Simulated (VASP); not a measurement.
```yaml
crystal:
  lattice:
    - [2.94862, 0.00000, 0.00000]
    - [0.00000, 2.94862, 0.00000]
    - [0.00000, 0.00000, 2.94862]
  atoms:
    - { symbol: Cr, position: [0.00000, 0.00000, 0.00000], spin: 1.4 }
    - { symbol: Cr, position: [0.50000, 0.50000, 0.50000], spin: -1.4 }
```

Calculation: revPBE GGA, VASP's PBE PAW potentials (set 64) (plane waves; VASP). Settings: 520 eV cut-off, 13×13×13 Γ-centred mesh, first-order Methfessel-Paxton smearing of 0.10 eV, potentials Cr_pv.

Q: Give the stress tensor in GPa (positive for a compressed cell).

A: 
```
-6.81   0.00   0.00
 0.00  -6.81   0.00
 0.00   0.00  -6.81
```
The pressure is its mean diagonal, -6.81 GPa.

The compound is Cr in the bcc, AFM order structure. This cell is one point of a volume scan, at 1.06 of the reference volume.
